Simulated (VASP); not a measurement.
Output of a VASP run:

### OSZICAR
```
...
DAV:   3    -0.345600424735E+02   -0.37803E+01   -0.37602E+01   948   0.521E+01
DAV:   4    -0.345907825907E+02   -0.30740E-01   -0.30735E-01   808   0.549E+00
DAV:   5    -0.345911896461E+02   -0.40706E-03   -0.40703E-03   924   0.655E-01    0.124E+01
DAV:   6    -0.297140289473E+02    0.48772E+01   -0.16875E+01   864   0.319E+01    0.435E+00
DAV:   7    -0.297191411290E+02   -0.51122E-02   -0.67722E-01   784   0.658E+00    0.296E+00
DAV:   8    -0.297120413704E+02    0.70998E-02   -0.74781E-02   800   0.285E+00    0.461E-01
DAV:   9    -0.297075371377E+02    0.45042E-02   -0.19589E-02   920   0.106E+00    0.235E-01
DAV:  10    -0.297080565658E+02   -0.51943E-03   -0.20628E-03   824   0.354E-01    0.128E-01
DAV:  11    -0.297079925317E+02    0.64034E-04   -0.19726E-04   832   0.114E-01    0.302E-02
DAV:  12    -0.297079942182E+02   -0.16865E-05   -0.72388E-06   796   0.280E-02    0.796E-03
DAV:  13    -0.297079939450E+02    0.27320E-06   -0.46423E-06   876   0.162E-02    0.511E-03
DAV:  14    -0.297079939334E+02    0.11608E-07   -0.35727E-07   776   0.537E-03
   1 F= -.30820426E+02 E0= -.30820426E+02  d E =-.308204E+02
       N       E                     dE             d eps       ncg     rms          rms(c)
DAV:   1    -0.297081445566E+02   -0.15061E-03   -0.60506E-03   720   0.748E-01    0.427E-02
DAV:   2    -0.297081063802E+02    0.38176E-04   -0.51845E-05   908   0.697E-02    0.241E-02
DAV:   3    -0.297080865840E+02    0.19796E-04   -0.29257E-05   896   0.480E-02    0.155E-03
DAV:   4    -0.297080867668E+02   -0.18272E-06   -0.19703E-06   804   0.133E-02    0.127E-03
DAV:   5    -0.297080867517E+02    0.15090E-07   -0.32284E-08   404   0.184E-03
   2 F= -.30820509E+02 E0= -.30820509E+02  d E =-.830433E-04
       N       E                     dE             d eps       ncg     rms          rms(c)
DAV:   1    -0.297081251850E+02   -0.38418E-04   -0.22847E-03   720   0.460E-01    0.262E-02
DAV:   2    -0.297081106776E+02    0.14507E-04   -0.19612E-05   908   0.429E-02    0.148E-02
DAV:   3    -0.297081031799E+02    0.74977E-05   -0.11071E-05   888   0.296E-02    0.961E-04
DAV:   4    -0.297081032488E+02   -0.68876E-07   -0.75183E-07   800   0.820E-03
   3 F= -.30820520E+02 E0= -.30820520E+02  d E =-.935748E-04
       N       E                     dE             d eps       ncg     rms          rms(c)
DAV:   1    -0.297080963861E+02    0.67938E-05   -0.14777E-02   720   0.112E+00    0.174E-02
DAV:   2    -0.297081100649E+02   -0.13679E-04   -0.20712E-04   848   0.125E-01    0.119E-02
DAV:   3    -0.297081053909E+02    0.46740E-05   -0.49915E-06   844   0.256E-02    0.542E-03
DAV:   4    -0.297081048493E+02    0.54156E-06   -0.49411E-06   860   0.200E-02    0.188E-03
DAV:   5    -0.297081048828E+02   -0.33463E-07   -0.49362E-07   640   0.695E-03
   4 F= -.30820517E+02 E0= -.30820517E+02  d E =0.249044E-05
       N       E                     dE             d eps       ncg     rms          rms(c)
DAV:   1    -0.297081211245E+02   -0.16275E-04   -0.39884E-03   720   0.583E-01    0.886E-03
DAV:   2    -0.297081249004E+02   -0.37759E-05   -0.55817E-05   848   0.647E-02    0.624E-03
DAV:   3    -0.297081237128E+02    0.11876E-05   -0.13362E-06   844   0.132E-02    0.287E-03
DAV:   4    -0.297081235499E+02    0.16286E-06   -0.13391E-06   820   0.104E-02    0.968E-04
DAV:   5    -0.297081235490E+02    0.89778E-09   -0.12856E-07   448   0.358E-03
   5 F= -.30820538E+02 E0= -.30820538E+02  d E =-.183184E-04
```

File OUTCAR:
```
------------------------ aborting loop because EDIFF is reached ----------------------------------------
 Edisp (eV)   -1.11241
  FORCE on cell =-STRESS in cart. coord.  units (eV):
  Direction    XX          YY          ZZ          XY          YZ          ZX
  --------------------------------------------------------------------------------------
  Total       1.64407     1.64407     1.65555     0.00000     0.00000     0.00000
  in kB      65.23536    65.23536    65.69104     0.00000     0.00000     0.00000
  external pressure =       65.39 kB  Pullay stress =        0.00 kB
  volume of cell :       40.38
      direct lattice vectors                 reciprocal lattice vectors
     1.539428111 -2.666367696 -0.000000000     0.324795940 -0.187521024 -0.000000000
     1.539428111  2.666367696  0.000000000     0.324795940  0.187521024  0.000000000
     0.000000000 -0.000000000  4.918553455     0.000000000 -0.000000000  0.203311809
  FREE ENERGIE OF THE ION-ELECTRON SYSTEM (eV)
  ---------------------------------------------------
  free  energy   TOTEN  =       -30.8205380345 eV

  energy  without entropy=      -30.8205380345  energy(sigma->0) =      -30.82053803

 reached required accuracy - stopping structural energy minimisation
```
(Selected blocks of OUTCAR.)

File POSCAR:
```
AlN
1
    1.5382640909    -2.6643515552     0.0000000000
    1.5382640909     2.6643515552     0.0000000000
    0.0000000000     0.0000000000     4.9260001088
Al N
2 2
Direct
  0.6666670000   0.3333330000   0.5000499365
  0.3333330000   0.6666670000   0.0000499365
  0.6666670000   0.3333330000   0.8819500635
  0.3333330000   0.6666670000   0.3819500635
```

### Question
Write an INCAR and KPOINTS that could have produced this output.

### Answer
One answer among several that fit: the input of the run itself, PBE GGA with D3 dispersion (Becke-Johnson damping), plane waves, VASP's PBE PAW potentials (set 64).

**INCAR**
```
ALGO  =  Normal
EDIFF  =  1E-7
EDIFFG  =  -0.01
ENCUT  =  520
GGA  =  PE
IBRION  =  2
ISIF  =  4
ISMEAR  =  0
IVDW  =  12
LASPH  =  .TRUE.
LCHARG  =  .FALSE.
LREAL  =  .FALSE.
LWAVE  =  .FALSE.
NELM  =  100
NSW  =  30
PREC  =  Accurate
SIGMA  =  0.05
SYSTEM  =  AlN
```

File KPOINTS:
```
Automatic mesh
0
Gamma
8 8 5
0 0 0
```

POTCAR, in this order: Al N (PBE.64 set). Program: vasp_std.

The compound is AlN in the wurtzite structure. This cell is one point of a volume scan, at 0.97 of the reference volume. Symmetry was kept, so distortions that lower it aren't found.
